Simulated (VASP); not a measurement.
The input files of a VASP run:

**INCAR**
```
SYSTEM = BAs
PREC = Accurate
ENCUT = 520
EDIFF = 1E-3
NELM = 100
ALGO = Normal
LREAL = .FALSE.
LASPH = .TRUE.
ISMEAR = 0
SIGMA = 0.05
GGA = PE
LMAXMIX = 4
LWAVE = .FALSE.
LCHARG = .FALSE.
ISIF = 3
IBRION = 2
NSW = 40
EDIFFG = -0.001
```

File KPOINTS:
```
Automatic mesh
0
Gamma
7 7 7
0 0 0
```

POSCAR:
```
BAs
1
    0.0000000000     2.3900000000     2.3900000000
    2.3900000000     0.0000000000     2.3900000000
    2.3900000000     2.3900000000     0.0000000000
B As
1 1
Direct
 -0.0146443515   0.0146443515   0.0355648536
  0.2500000000   0.2500000000   0.2500000000
```

POTCAR, in this order: B As (PBE.64 set). Program: vasp_std.

### Question
One choice in this input is risky. Which, and does it do harm here?

### Answer
The risk: EDIFF is too loose for the force threshold. Here it does no harm: the run (PBE GGA, plane waves, VASP's PBE PAW potentials (set 64)) converges to the same energy and pressure as with the safe setting.
File OSZICAR:
```
...
       N       E                     dE             d eps       ncg     rms          rms(c)
DAV:   1    -0.114068299054E+02   -0.35330E-03   -0.62310E-03  3344   0.548E-01    0.400E-02
DAV:   2    -0.114067904812E+02    0.39424E-04   -0.20920E-04  3240   0.123E-01
  11 F= -.11406790E+02 E0= -.11406790E+02  d E =-.753545E-03
       N       E                     dE             d eps       ncg     rms          rms(c)
DAV:   1    -0.114068486832E+02   -0.18778E-04   -0.15637E-04  3800   0.916E-02    0.104E-02
DAV:   2    -0.114068453804E+02    0.33029E-05   -0.45088E-06  1376   0.174E-02
  12 F= -.11406845E+02 E0= -.11406845E+02  d E =-.808444E-03
       N       E                     dE             d eps       ncg     rms          rms(c)
DAV:   1    -0.114071618433E+02   -0.31316E-03   -0.34268E-02  3120   0.134E+00    0.824E-02
DAV:   2    -0.114070421495E+02    0.11969E-03   -0.95922E-04  3696   0.263E-01
  13 F= -.11407042E+02 E0= -.11407042E+02  d E =-.196769E-03
       N       E                     dE             d eps       ncg     rms          rms(c)
DAV:   1    -0.114070537710E+02    0.10807E-03   -0.31798E-03  2808   0.403E-01    0.205E-02
DAV:   2    -0.114070515668E+02    0.22042E-05   -0.11164E-04  1712   0.894E-02
  14 F= -.11407052E+02 E0= -.11407052E+02  d E =-.206186E-03
       N       E                     dE             d eps       ncg     rms          rms(c)
DAV:   1    -0.114070834457E+02   -0.29675E-04   -0.15684E-03  3440   0.289E-01    0.188E-02
DAV:   2    -0.114070760643E+02    0.73814E-05   -0.39812E-05  1592   0.552E-02
  15 F= -.11407076E+02 E0= -.11407076E+02  d E =-.230684E-03
       N       E                     dE             d eps       ncg     rms          rms(c)
DAV:   1    -0.114070704445E+02    0.13001E-04   -0.65380E-06  1376   0.243E-02    0.204E-03
DAV:   2    -0.114070704576E+02   -0.13169E-07   -0.49302E-07  1376   0.654E-03
  16 F= -.11407070E+02 E0= -.11407070E+02  d E =-.225077E-03
       N       E                     dE             d eps       ncg     rms          rms(c)
DAV:   1    -0.114070713447E+02   -0.90026E-06   -0.61760E-06  1376   0.181E-02    0.104E-03
DAV:   2    -0.114070713424E+02    0.23597E-08   -0.33125E-07  1376   0.534E-03
  17 F= -.11407071E+02 E0= -.11407071E+02  d E =-.225962E-03
       N       E                     dE             d eps       ncg     rms          rms(c)
DAV:   1    -0.114070729598E+02   -0.16151E-05   -0.27892E-05  1376   0.414E-02    0.252E-03
DAV:   2    -0.114070727983E+02    0.16146E-06   -0.13406E-06  1376   0.107E-02
  18 F= -.11407073E+02 E0= -.11407073E+02  d E =-.145596E-05
       N       E                     dE             d eps       ncg     rms          rms(c)
DAV:   1    -0.114070729588E+02    0.10147E-08   -0.18054E-05  1384   0.339E-02    0.208E-03
DAV:   2    -0.114070728576E+02    0.10116E-06   -0.94216E-07  1376   0.891E-03
  19 F= -.11407073E+02 E0= -.11407073E+02  d E =-.151526E-05
       N       E                     dE             d eps       ncg     rms          rms(c)
DAV:   1    -0.114070738878E+02   -0.92904E-06   -0.38162E-05  1376   0.461E-02    0.262E-03
DAV:   2    -0.114070738632E+02    0.24629E-07   -0.17738E-06  1376   0.125E-02
  20 F= -.11407074E+02 E0= -.11407074E+02  d E =-.100557E-05
```

The compound is BAs in the zinc blende structure. In the starting cell atoms are displaced from their ideal sites.
